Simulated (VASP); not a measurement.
An input for Ansatz (written as the equivalent of a VASP run, and not itself run):

Ansatz 0.2 input:
```yaml
crystal:
  lattice:
    - [3.9766297, 0.0000000, 0.0000000]
    - [0.0000000, 3.9766297, 0.0000000]
    - [0.0000000, 0.0000000, 3.4558941]
  atoms:
    - { symbol: Pb, position: [0.5000000, 0.0000000, 0.6815046] }
    - { symbol: Pb, position: [0.0000000, 0.5000000, 0.3184954] }
    - { symbol: O, position: [0.5000000, 0.5000000, 0.0000000] }
    - { symbol: O, position: [0.0000000, 0.0000000, 0.0000000] }
kpoints:
  mp_grid: { grid: [8, 8, 9] }
hamiltonian:
  xc: pbesol
  pseudopotentials: { kind: paw }
scf:
  occupations: { method: methfessel_paxton, width: 0.1 }
  max_iter: 100
relax:
  max_steps: 40
  f_tol: 0.02
  cell: { p_target: 30 }
output: { forces: true, stress: true, eigenvalues: true }
```

### Question
Translate this input to VASP (INCAR, KPOINTS, POSCAR, choice of POTCAR).

### Answer
Several could match; the one computed here: 
INCAR:
```
SYSTEM = PbO
PREC = Accurate
ENCUT = 620
EDIFF = 1E-6
NELM = 100
ALGO = Normal
LREAL = .FALSE.
LASPH = .TRUE.
ISMEAR = 1
SIGMA = 0.1
GGA = PS
LMAXMIX = 4
LWAVE = .FALSE.
LCHARG = .FALSE.
IBRION = 2
ISIF = 3
NSW = 40
EDIFFG = -0.02
PSTRESS = 300
```

### KPOINTS
```
Regular mesh
0
Gamma
 8 8 9
```

POSCAR:
```
PbO
1
    3.9766296595     0.0000000000     0.0000000000
    0.0000000000     3.9766296595     0.0000000000
    0.0000000000    -0.0000000000     3.4558941333
Pb O
2 2
Direct
  0.5000000000   0.0000000000   0.6815045894
  0.0000000000   0.5000000000   0.3184954106
  0.5000000000   0.5000000000   0.0000000000
  0.0000000000   0.0000000000   0.0000000000
```

POTCAR, in this order: Pb_d O (PBE.64 set). Program: vasp_std.

What does not carry over: each code has its own PAW files, so the cut-off isn't converted (ENCUT is set for VASP's; basis.ecutwfc is left out, and Ansatz then takes the one that its files recommend); Ansatz stops its SCF on the density residual and VASP on the energy change (EDIFF).

The compound is PbO in the litharge structure. This run relaxes it under an external pressure of 30 GPa. Symmetry was kept, so distortions that lower it aren't found.
